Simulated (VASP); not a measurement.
Computed with PBEsol GGA, VASP's PBE PAW potentials (set 64) (plane waves; VASP).

Input for VASP

POSCAR:
```
BaO(110) slab
53.4426420
  0.0732161175   0.0000000000   0.0000000000
  0.0000000000   0.1035432149   0.0000000000
  0.0000000000   0.0000000000   0.4999999987
Ba O
6 6
Cartesian
  0.0000000000   0.0000000000   0.1586824729
  0.0366080587   0.0517716075   0.1939073717
  0.0000000000   0.0000000000   0.2316144381
  0.0366080587   0.0517716075   0.2683855606
  0.0000000000   0.0000000000   0.3060926271
  0.0366080587   0.0517716075   0.3413175258
  0.0366080587   0.0000000000   0.1885542062
  0.0000000000   0.0517716075   0.1645093707
  0.0366080587   0.0000000000   0.2634622627
  0.0000000000   0.0517716075   0.2365377360
  0.0366080587   0.0000000000   0.3354906280
  0.0000000000   0.0517716075   0.3114457925
```

KPOINTS:
```
K-points
0
Gamma
  5 4 1
```

**INCAR**
```
SYSTEM = BaO(110) slab
PREC = Normal
ENCUT = 450
EDIFF = 1E-6
NELM = 100
ALGO = Normal
LREAL = .FALSE.
LASPH = .TRUE.
ISMEAR = 0
SIGMA = 0.05
GGA = PS
LMAXMIX = 4
LWAVE = .FALSE.
LCHARG = .FALSE.
NELMIN = 4
LDIPOL = .TRUE.
IDIPOL = 3
DIPOL = 0.5 0.5 0.5
LVHAR = .TRUE.
LORBIT = 11
```

POTCAR, in this order: Ba_sv O (PBE.64 set). Program: vasp_std. Read from the step before: WAVECAR.

The run wrote:

**OSZICAR**
```
       N       E                     dE             d eps       ncg     rms          rms(c)
DAV:   1    -0.724014656049E+02   -0.72401E+02   -0.18752E-05  1176   0.175E-02    0.676E-03
DAV:   2    -0.724014647659E+02    0.83895E-06   -0.12098E-05  1009   0.127E-02    0.337E-03
DAV:   3    -0.724014644851E+02    0.28086E-06   -0.12276E-06   791   0.549E-03    0.131E-03
DAV:   4    -0.724014644001E+02    0.84958E-07   -0.72316E-07   735   0.403E-03
   1 F= -.72401464E+02 E0= -.72401464E+02  d E =-.358747E-19
```

### OUTCAR
```
------------------------ aborting loop because EDIFF is reached ----------------------------------------
  FORCE on cell =-STRESS in cart. coord.  units (eV):
  Direction    XX          YY          ZZ          XY          YZ          ZX
  --------------------------------------------------------------------------------------
  Total        2.7406551     -8.7412452     -0.9954882      0.0000000      0.0000000      0.0000000
  in kB        7.5893201    -24.2059306     -2.7566689      0.0000000      0.0000000      0.0000000
  external PRESSURE =      -6.4577598 kB  Pullay stress =       0.0000000 kB
  volume of cell :      578.58
      direct lattice vectors                 reciprocal lattice vectors
     3.912862756  0.000000000  0.000000000     0.255567359  0.000000000  0.000000000
     0.000000000  5.533622966  0.000000000     0.000000000  0.180713432  0.000000000
     0.000000000  0.000000000 26.721320931     0.000000000  0.000000000  0.037423300
 POSITION                                       TOTAL-FORCE (eV/Angst)
 -----------------------------------------------------------------------------------
      0.00000      0.00000      8.48041         0.000000      0.000000     -0.015057
      1.95643      2.76681     10.36292         0.000000      0.000000     -0.003718
      0.00000      0.00000     12.37809         0.000000      0.000000      0.013110
      1.95643      2.76681     14.34323         0.000000      0.000000     -0.013110
      0.00000      0.00000     16.35840         0.000000      0.000000      0.003718
      1.95643      2.76681     18.24091         0.000000      0.000000      0.015057
      1.95643      0.00000     10.07683         0.000000      0.000000     -0.005301
      0.00000      2.76681      8.79182         0.000000      0.000000      0.015683
      1.95643      0.00000     14.08012         0.000000      0.000000      0.002241
      0.00000      2.76681     12.64120         0.000000      0.000000     -0.002241
      1.95643      0.00000     17.92951         0.000000      0.000000     -0.015683
      0.00000      2.76681     16.64449         0.000000      0.000000      0.005301
 -----------------------------------------------------------------------------------
    total drift:                                0.000000      0.000000      0.000000
  FREE ENERGIE OF THE ION-ELECTRON SYSTEM (eV)
  ---------------------------------------------------
  free  energy   TOTEN  =       -72.4014644001 eV

  energy  without entropy=      -72.4014644001  energy(sigma->0) =      -72.40146440

 total charge

# of ion       s       p       d       tot
------------------------------------------
    1        2.015   5.567   0.411   7.993
    2        2.017   5.598   0.412   8.027
    3        2.014   5.598   0.370   7.982
    4        2.014   5.598   0.370   7.982
    5        2.017   5.598   0.412   8.027
    6        2.015   5.567   0.411   7.993
    7        1.568   3.370   0.000   4.938
    8        1.571   3.347   0.000   4.918
    9        1.567   3.361   0.000   4.928
   10        1.567   3.361   0.000   4.928
   11        1.571   3.347   0.000   4.918
   12        1.568   3.370   0.000   4.938
--------------------------------------------------
tot         21.502  53.682   2.387  77.571
```
(Selected blocks of OUTCAR.)

File OUTCAR:
```
 val. band max:       -0.7830999777   @ k =   0.4000   0.0000   0.0000

 cond. band min:       0.9938184478   @ k =   0.0000   0.0000   0.0000


 Fermi energy:        -0.4697768934

 k-point     1 :       0.0000    0.0000    0.0000
  band No.  band energies     occupation
      1     -27.2985      2.00000
      2     -27.2979      2.00000
      3     -26.7372      2.00000
      4     -26.5531      2.00000
      5     -26.1297      2.00000
      6     -26.1217      2.00000
      7     -16.7373      2.00000
      8     -16.7106      2.00000
      9     -16.2000      2.00000
     10     -16.1418      2.00000
     11     -15.6771      2.00000
     12     -15.6749      2.00000
     13     -12.7316      2.00000
     14     -12.6467      2.00000
     15     -12.4134      2.00000
     16     -12.3039      2.00000
     17     -12.3007      2.00000
     18     -12.2568      2.00000
     19     -12.2565      2.00000
     20     -11.8539      2.00000
     21     -11.7573      2.00000
     22     -11.6863      2.00000
     23     -11.5346      2.00000
     24     -11.4269      2.00000
     25     -11.3851      2.00000
     26     -11.2441      2.00000
     27     -11.0441      2.00000
     28     -11.0258      2.00000
     29     -10.8771      2.00000
     30     -10.8687      2.00000
     31      -2.7824      2.00000
     32      -2.7364      2.00000
     33      -2.3991      2.00000
     34      -2.3603      2.00000
     35      -2.1434      2.00000
     36      -2.0643      2.00000
     37      -1.8214      2.00000
     38      -1.6851      2.00000
     39      -1.6763      2.00000
     40      -1.6159      2.00000
     41      -1.5681      2.00000
     42      -1.3858      2.00000
     43      -1.2256      2.00000
     44      -1.1802      2.00000
     45      -0.9919      2.00000
     46      -0.9666      2.00000
     47      -0.9144      2.00000
     48      -0.9143      2.00000
     49       0.9938      0.00000
     50       1.0013      0.00000
     51       2.0568      0.00000
...
```

At this cut-off the stress carries a Pulay error, which pulls relaxed volumes low. Unless said otherwise, spin-orbit coupling is left out, though it shifts the bands of the heavy elements here.

The cell is a thin slab with vacuum, built from BaO (rock salt): (110) face.
